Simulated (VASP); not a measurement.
These are r2SCAN meta-GGA, VASP's PBE PAW potentials (set 64) (plane waves; VASP) values and carry that method's errors.

VASP ran on this input.

File POSCAR:
```
CdF2
1
    0.0000000000     2.7019758794     2.7019758794
    2.7019758794     0.0000000000     2.7019758794
    2.7019758794     2.7019758794     0.0000000000
Cd F
1 2
Direct
  0.0000000000   0.0000000000   0.0000000000
  0.2500000000   0.2500000000   0.2500000000
  0.7500000000   0.7500000000   0.7500000000
```

### INCAR
```
SYSTEM=CdF2
PREC=Normal; ENCUT=450; LREAL=F
LASPH=T
EDIFF=1E-5; NELM=100; NELMIN=4
ALGO=Normal; LMAXMIX=4; LMIXTAU=T
ISMEAR=0; SIGMA=0.05
METAGGA=R2SCAN
IBRION=2; NSW=20; ISIF=2
EDIFFG=-0.03
LWAVE=F; LCHARG=F
```

KPOINTS:
```
Automatic mesh
0
Gamma
9 9 9
0 0 0
```

POTCAR, in this order: Cd F (PBE.64 set). Program: vasp_std.

The resulting files:

OUTCAR:
```
 ion  position               nearest neighbor table
   1  0.000  0.000  0.000-   3 2.34   3 2.34   3 2.34   2 2.34   3 2.34   2 2.34   2 2.34   2 2.34
  LATTYP: Found a face centered cubic cell.
 ALAT       =     5.4039517588
 Subroutine PRICEL returns:
 Original cell was already a primitive cell.
 Subroutine GETGRP returns: Found 48 space group operations
The static configuration has the point symmetry O_h .
The dynamic configuration has the point symmetry O_h .
 Subroutine INISYM returns: Found 48 space group operations
 Subroutine IBZKPT returns following result:
 Found     35 irreducible k-points:

 Following reciprocal coordinates:
            Coordinates               Weight
  0.000000  0.000000  0.000000      1.000000
  0.111111  0.000000  0.000000      8.000000
  0.222222  0.000000  0.000000      8.000000
  0.333333  0.000000  0.000000      8.000000
  0.444444  0.000000  0.000000      8.000000
  0.111111  0.111111  0.000000      6.000000
  0.222222  0.111111  0.000000     24.000000
  0.333333  0.111111  0.000000     24.000000
  0.444444  0.111111  0.000000     24.000000
 -0.444444  0.111111  0.000000     24.000000
...
```

File OSZICAR:
```
       N       E                     dE             d eps       ncg     rms          rms(c)
DAV:   1     0.154829379299E+03    0.15483E+03   -0.15001E+04  1246   0.140E+03
DAV:   2    -0.357070770813E+02   -0.19054E+03   -0.18627E+03  1313   0.369E+02
DAV:   3    -0.431333775495E+02   -0.74263E+01   -0.74060E+01  1319   0.836E+01
DAV:   4    -0.431653764354E+02   -0.31999E-01   -0.31987E-01  1318   0.531E+00
DAV:   5    -0.431654797765E+02   -0.10334E-03   -0.10334E-03  1314   0.287E-01    0.877E+00
DAV:   6    -0.335897169818E+02    0.95758E+01   -0.51631E+00  1190   0.492E+01    0.103E+01
DAV:   7    -0.335474626404E+02    0.42254E-01   -0.22392E+00  1217   0.163E+01    0.467E+00
DAV:   8    -0.347719522796E+02   -0.12245E+01   -0.52971E-01  1190   0.100E+01    0.228E+00
DAV:   9    -0.333154031365E+02    0.14565E+01   -0.40636E-01  1190   0.715E+00    0.745E-01
DAV:  10    -0.336867569092E+02   -0.37135E+00   -0.44873E-01  1190   0.670E+00    0.253E-01
DAV:  11    -0.337278472251E+02   -0.41090E-01   -0.14508E-02  1194   0.156E+00    0.198E-01
DAV:  12    -0.337122158071E+02    0.15631E-01   -0.18177E-02  1190   0.159E+00    0.295E-01
DAV:  13    -0.337324865880E+02   -0.20271E-01   -0.10485E-02  1190   0.120E+00    0.668E-02
DAV:  14    -0.337327700466E+02   -0.28346E-03   -0.19502E-04  1287   0.158E-01    0.394E-02
DAV:  15    -0.337329776146E+02   -0.20757E-03   -0.57018E-05  1197   0.844E-02    0.231E-02
DAV:  16    -0.337331504854E+02   -0.17287E-03   -0.16340E-04  1196   0.132E-01    0.135E-02
DAV:  17    -0.337331581520E+02   -0.76666E-05   -0.16749E-05   917   0.449E-02
   1 F= -.33733158E+02 E0= -.33733158E+02  d E =-.337332E+02
```

File OUTCAR:
```
------------------------ aborting loop because EDIFF is reached ----------------------------------------
  FORCE on cell =-STRESS in cart. coord.  units (eV):
  Direction    XX          YY          ZZ          XY          YZ          ZX
  --------------------------------------------------------------------------------------
  Total       -0.5484784     -0.5484784     -0.5484784      0.0000000      0.0000000      0.0000000
  in kB      -22.2738716    -22.2738716    -22.2738716      0.0000000      0.0000000      0.0000000
  external PRESSURE =     -22.2738716 kB  Pullay stress =       0.0000000 kB
  volume of cell :       39.45
      direct lattice vectors                 reciprocal lattice vectors
     0.000000000  2.701975879  2.701975879    -0.185049764  0.185049764  0.185049764
     2.701975879  0.000000000  2.701975879     0.185049764 -0.185049764  0.185049764
     2.701975879  2.701975879  0.000000000     0.185049764  0.185049764 -0.185049764
 POSITION                                       TOTAL-FORCE (eV/Angst)
 -----------------------------------------------------------------------------------
      0.00000      0.00000      0.00000        -0.000000     -0.000000     -0.000000
      1.35099      1.35099      1.35099         0.000000      0.000000      0.000000
      4.05296      4.05296      4.05296        -0.000000     -0.000000     -0.000000
 -----------------------------------------------------------------------------------
    total drift:                                0.000000     -0.000000      0.000000
  FREE ENERGIE OF THE ION-ELECTRON SYSTEM (eV)
  ---------------------------------------------------
  free  energy   TOTEN  =       -33.7331581520 eV

  energy  without entropy=      -33.7331581520  energy(sigma->0) =      -33.73315815

 reached required accuracy - stopping structural energy minimisation
```
(Selected blocks of OUTCAR.)

### OUTCAR
```
 val. band max:       -1.9692271130   @ k =  -0.3333   0.4444   0.2222

 cond. band min:       1.7796277986   @ k =   0.0000   0.0000   0.0000


 Fermi energy:        -1.6439410031

 k-point     1 :       0.0000    0.0000    0.0000
  band No.  band energies     occupation
      1     -23.8242      2.00000
      2     -22.7800      2.00000
      3      -7.5402      2.00000
      4      -7.5401      2.00000
      5      -7.5401      2.00000
      6      -6.3408      2.00000
      7      -6.3408      2.00000
      8      -2.9068      2.00000
      9      -2.9066      2.00000
     10      -2.9066      2.00000
     11      -2.4547      2.00000
     12      -2.4545      2.00000
     13      -2.4545      2.00000
     14       1.7796      0.00000
     15      11.6283      0.00000
     16      11.6285      0.00000
     17      11.6285      0.00000

 k-point     2 :       0.1111    0.0000    0.0000
  band No.  band energies     occupation
      1     -23.7893      2.00000
      2     -22.8130      2.00000
      3      -7.4934      2.00000
      4      -7.4933      2.00000
      5      -7.4096      2.00000
      6      -6.3553      2.00000
      7      -6.3553      2.00000
      8      -3.2784      2.00000
      9      -2.9911      2.00000
     10      -2.9909      2.00000
     11      -2.5183      2.00000
     12      -2.4436      2.00000
     13      -2.4435      2.00000
     14       2.2268      0.00000
     15      10.9436      0.00000
     16      11.8195      0.00000
     17      11.8197      0.00000

 k-point     3 :       0.2222    0.0000    0.0000
  band No.  band energies     occupation
      1     -23.6851      2.00000
      2     -22.9054      2.00000
      3      -7.3784      2.00000
      4      -7.3783      2.00000
      5      -7.0501      2.00000
      6      -6.3742      2.00000
      7      -6.3741      2.00000
      8      -3.9066      2.00000
      9      -3.2192      2.00000
     10      -3.2190      2.00000
     11      -2.9045      2.00000
...
```

At this cut-off the stress carries a Pulay error, which pulls relaxed volumes low.

The compound is CdF2 in the fluorite structure. It was relaxed first.
